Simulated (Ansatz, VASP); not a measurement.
# BaPbSO: VASP beside Ansatz, part 3 of 3

One calculation is typed for both programs; each brings its own data sets and cutoff. How far apart do they land? The cell is invented: As first built, before any earlier steps moved the atoms (in the runner's words): it takes the BaO structure with some of its atoms replaced by other elements, volume scaled by an estimate. It may not be a known or stable phase. The cell is taken from a series of VASP runs on this material, whose earlier steps may have relaxed, scaled or displaced it; both programs get it as it stands.

VASP 6.6.1 and Ansatz 0.2.0.

So far, pressure (GPa): step 4 (comparison) -0.775; step 8 (k-mesh 5×5×3, job EFG) -0.772.

**11. Ansatz: band structure, PBEsol, spin-orbit coupling**

Level of this step: Ansatz beside VASP: Kohn-Sham DFT, plane waves, PBEsol, spin-orbit coupling (Ansatz).

The same cell, functional, mesh and smearing now go to Ansatz, which takes its cutoff from its data sets.

The cell is taken from a series of VASP runs on this material, whose earlier steps may have relaxed, scaled or displaced it; both programs get it as it stands.

Input file input.yaml:

```yaml
crystal:
  lattice:
    - [3.5057891512, -2.0284323734, 0.0019404956]
    - [3.5057891512, 2.0284323734, 0.0019404956]
    - [-2.3354016464, 0.0, 6.6780514396]
  atoms:
    - { symbol: Pb, position: [0.503268333, 0.503268333, 0.5173146894] }
    - { symbol: Ba, position: [0.9808797546, 0.9808797546, 0.9443702113] }
    - { symbol: S, position: [0.757061009, 0.757061009, 0.2742546812] }
    - { symbol: O, position: [0.2549294194, 0.2549294194, 0.7650364191] }
hamiltonian:
  xc: pbesol
  pseudopotentials: { kind: paw_fr }
magnetization:
  noncollinear: true
  spin_orbit: true
kpoints:
  mp_grid: { grid: [5, 5, 3] }
  band_path:
    path:
      - [0.0, 0.0, 0.0]
      - [-0.16667, -0.16667, 0.0]
      - [-0.33333, -0.33333, 0.0]
      - [-0.5, -0.5, 0.0]
      - [-0.51023, -0.51023, 0.06262]
      - [-0.5225, -0.5225, 0.13776]
      - [-0.53068, -0.53068, 0.18786]
      - [-0.51841, -0.51841, 0.31271]
      - [-0.50818, -0.50818, 0.41676]
      - [-0.51245, -0.48755, 0.5]
      - [-0.57471, -0.42529, 0.5]
      - [-0.64942, -0.35058, 0.5]
      - [-0.29234, 0.29234, 0.5]
      - [-0.16705, 0.16705, 0.5]
      - [-0.06264, 0.06264, 0.5]
      - [0.0, 0.0, 0.5]
      - [-0.06258, -0.06258, 0.54162]
      - [-0.21902, -0.21902, 0.64567]
      - [-0.40674, -0.40674, 0.77053]
      - [-0.52081, -0.47919, 0.0]
      - [-0.58326, -0.41674, 0.0]
      - [-0.63529, -0.36471, 0.0]
      - [-0.27511, 0.27511, 0.0]
      - [-0.16048, 0.16048, 0.0]
      - [-0.02293, 0.02293, 0.0]
      - [-0.1, 0.0, 0.0]
      - [-0.3, 0.0, 0.0]
      - [-0.46667, 0.0, 0.0]
      - [-0.36667, 0.0, 0.36667]
      - [-0.2, 0.0, 0.2]
      - [0.0, 0.0, 0.0]
    npoints: 1
scf:
  occupations: { method: fermi_dirac, width: 0.05 }
  n_extra_bands: 16
output:
  forces: true
  stress: true
  eigenvalues: true
```

On the command line:

```sh
ansatz run input.yaml --threads 2 --pin off --max-ram 4608MiB --backend cpu --events-out ev --progress --plain --runs-dir out
```

Numbers of over 12 decimals in the logs are rounded to 6 here.

The program printed:

```text
[...]
non-collinear run that drives no moment, with spin-orbit: no starting moment large enough to seed its density (crystal.atoms[].spin), no starting occupations that ask for one, no magnetisation constraint and no magnetic field, so the semilocal B_xc is pinned to zero
Crystal: 4 atoms, lattice volume = 94.997 Å³
[...]
k-point 1: bands = [... 32 lower, 7.1937, 7.1947, 7.7145, 7.7169, 9.7003, 9.7019, 11.5956, 11.5960, ... 12 higher]
  k-point 2: bands = [... 32 lower, 6.9988, 7.0052, 7.6517, 7.6607, 10.2662, 10.5260, 11.3240, 11.3871, ... 12 higher]
  k-point 23: bands = [... 32 lower, 7.0042, 7.0236, 7.7292, 7.7601, 10.6915, 10.7963, 11.3934, 11.6236, ... 12 higher]
[key lines of the parts left out:]
SCF converged after 10 iterations
Magnetization: |M| = 0.0000 μB,  M = (+0.0000, +0.0000, +0.0000) μB
Free energy (F): -19109.130117 eV
Fermi energy:    8.839660 eV
P = ⅓ Tr σ = -0.8479 GPa (-8.479 kbar)
```

Run time: 33 s. Hardware: 2 threads of Arm Neoverse V2, shared host; peak memory 0.75 GiB.

**12. Differences**

What differs besides the data sets and the points named for the pairs above, as far as they apply: spin-orbit coupling enters by fully relativistic files in Ansatz and inside the spheres in VASP. Total energies have different zeros and are not compared.

Both answers:

```csv
quantity,Ansatz,VASP,difference
pressure (GPa),-0.85,-0.06,-0.79
pressure without Ansatz's Pulay correction (GPa),-0.99,-0.06,-0.94
gap over the path points (eV),1.578,1.614,-0.036
```

Forces (eV/Å; atoms numbered as in POSCAR):

```csv
atom,"Ansatz x, y, z","VASP x, y, z"
Pb1,"-0.003, 0.000, -0.001","-0.002, 0.000, -0.011"
Ba2,"0.001, 0.000, -0.175","0.000, 0.000, -0.053"
S3,"0.002, 0.000, -0.042","0.002, 0.000, 0.016"
O4,"0.000, 0.000, 0.218","0.000, 0.000, 0.048"
```

Levels at points of the path, from each program's valence-band top (eV; 8 filled, then empty):

```csv
k (reciprocal lattice),Ansatz,VASP
0.000 0.000 0.000,-1.39 -1.39 -1.15 -1.15 -0.98 -0.98 -0.87 -0.87 2.14 2.14 4.01 4.01 4.84 4.84,-1.36 -1.36 -1.19 -1.19 -0.97 -0.97 -0.86 -0.86 2.20 2.20 4.09 4.09 4.82 4.82
-0.167 -0.167 0.000,-1.75 -1.72 -1.01 -1.00 -0.87 -0.87 -0.19 -0.15 2.06 2.29 3.39 3.55 4.31 4.43,-1.77 -1.75 -1.01 -1.00 -0.86 -0.86 -0.20 -0.16 2.13 2.35 3.42 3.55 4.31 4.43
-0.333 -0.333 0.000,-1.80 -1.78 -1.12 -1.09 -1.04 -1.03 -0.26 -0.26 2.21 2.42 3.22 3.29 3.69 3.97,-1.81 -1.80 -1.13 -1.10 -1.04 -1.03 -0.28 -0.27 2.25 2.46 3.21 3.29 3.68 3.96
-0.500 -0.500 0.000,-1.63 -1.63 -1.36 -1.36 -1.26 -1.26 -0.78 -0.78 2.59 2.59 3.09 3.09 3.67 3.67,-1.64 -1.64 -1.38 -1.38 -1.29 -1.29 -0.82 -0.82 2.64 2.64 3.06 3.06 3.67 3.67
-0.510 -0.510 0.063,-1.67 -1.66 -1.33 -1.32 -1.25 -1.24 -0.74 -0.73 2.58 2.60 3.06 3.13 3.66 3.73,-1.67 -1.67 -1.35 -1.35 -1.27 -1.26 -0.78 -0.77 2.62 2.64 3.03 3.10 3.66 3.72
-0.522 -0.522 0.138,-1.75 -1.75 -1.26 -1.24 -1.17 -1.16 -0.62 -0.60 2.54 2.58 3.05 3.17 3.71 3.83,-1.77 -1.76 -1.28 -1.26 -1.19 -1.18 -0.65 -0.63 2.58 2.62 3.03 3.14 3.73 3.83
-0.531 -0.531 0.188,-1.82 -1.81 -1.20 -1.18 -1.10 -1.09 -0.51 -0.49 2.52 2.56 3.07 3.18 3.79 3.91,-1.83 -1.83 -1.22 -1.19 -1.12 -1.11 -0.54 -0.52 2.55 2.60 3.05 3.15 3.81 3.91
-0.518 -0.518 0.313,-2.02 -2.02 -1.00 -0.97 -0.89 -0.89 -0.24 -0.23 2.39 2.40 3.23 3.29 4.11 4.20,-2.04 -2.04 -1.01 -0.98 -0.90 -0.90 -0.26 -0.25 2.41 2.42 3.23 3.28 4.15 4.22
-0.508 -0.508 0.417,-2.12 -2.12 -0.88 -0.87 -0.77 -0.77 -0.08 -0.08 2.28 2.29 3.38 3.40 4.32 4.36,-2.14 -2.14 -0.89 -0.88 -0.78 -0.78 -0.10 -0.10 2.30 2.30 3.39 3.40 4.37 4.40
-0.512 -0.488 0.500,-2.15 -2.13 -0.88 -0.82 -0.78 -0.71 -0.04 -0.04 2.25 2.29 3.41 3.46 4.34 4.43,-2.17 -2.15 -0.89 -0.83 -0.80 -0.72 -0.06 -0.05 2.26 2.30 3.42 3.46 4.38 4.48
```

The forces differ by 63 meV/Å r.m.s., where the r.m.s. force is 0.082 eV/Å in Ansatz and 0.021 eV/Å in VASP: the cell lies near the minimum of VASP, so a percentage would say little (all taken over all components). Among the levels compared at these points, filled levels agree within 44 meV and empty ones within 88 meV. Ansatz's pressure holds a Pulay correction of 0.14 GPa; VASP's holds none.

**13. What the set-up changes**

Further runs change the set-up of one program: Ansatz's method, potentials or start, or VASP's data sets, cutoff or form of LDA. The table gives Ansatz less VASP for each quantity, since a change that brings one quantity closer may part another.

```csv
run,r.m.s. force difference (meV/Å),pressure (GPa),gap over the path points (eV),pressure without Ansatz's Pulay correction (GPa)
as above,63,-0.79,-0.036,-0.94
cores kept as stored,63,-0.77,-0.036,-0.91
Ansatz's larger PAW set (cutoff 900 eV),62,-0.78,-0.033,
norm-conserving potentials (cutoff 1143 eV),68,-0.76,-0.034,
```

**14. Outcome**

| Property | Result |
| --- | --- |
| r.m.s. force difference (single point, PBEsol) | 59 meV/Å |
| difference in pressure (single point, PBEsol) | -0.78 GPa |
| r.m.s. force difference (electric field gradients, PBEsol) | 58 meV/Å |
| difference in Vzz at Pb1 (electric field gradients, PBEsol) | 5.9 V/Å² |
| difference in pressure (electric field gradients, PBEsol) | -0.78 GPa |
| r.m.s. force difference (band structure, PBEsol, spin-orbit coupling) | 63 meV/Å |
| difference in pressure (band structure, PBEsol, spin-orbit coupling) | -0.79 GPa |

**Reading.** The r.m.s. force difference is 63 meV/Å (band structure, PBEsol, spin-orbit coupling), beyond the 12 meV/Å picked in this series as the mark of a large difference. For single point, PBEsol, no further run moves any of the tabulated differences by more than a quarter of its size. By the marks of this series, far apart in the electric field gradients, PBEsol pair: the r.m.s. force difference, 58 meV/Å and the difference in Vzz at Pb1, 5.9 V/Å². Electric field gradients, PBEsol, cores kept as stored: the difference in Vzz at Pb1 goes from 5.9 to 1.8 V/Å²; the difference in Vzz at Ba2 goes from 0.97 to 0.47 V/Å². Electric field gradients, PBEsol, Ansatz's larger PAW set (cutoff 900 eV): the difference in Vzz at Pb1 goes from 5.9 to 4.0 V/Å². For band structure, PBEsol, spin-orbit coupling, no further run moves any of the tabulated differences by more than a quarter of its size. 7 further runs of this series are not shown here. How closely two codes agree says nothing of how well the functional describes the real material.

[Lines on the potential files, build, host, timing and source positions are cut from VASP's logs without a mark.]

[Logs are printed without paths, hosts, clocks, repeated set-up lines and the standing remarks that a program may print on its own settings, such as how far it seeks lower states.]

[Hosts, paths, dates, database ids (printed as entryN), source tags and the programs' standing remarks are cut or masked in the printed files.]
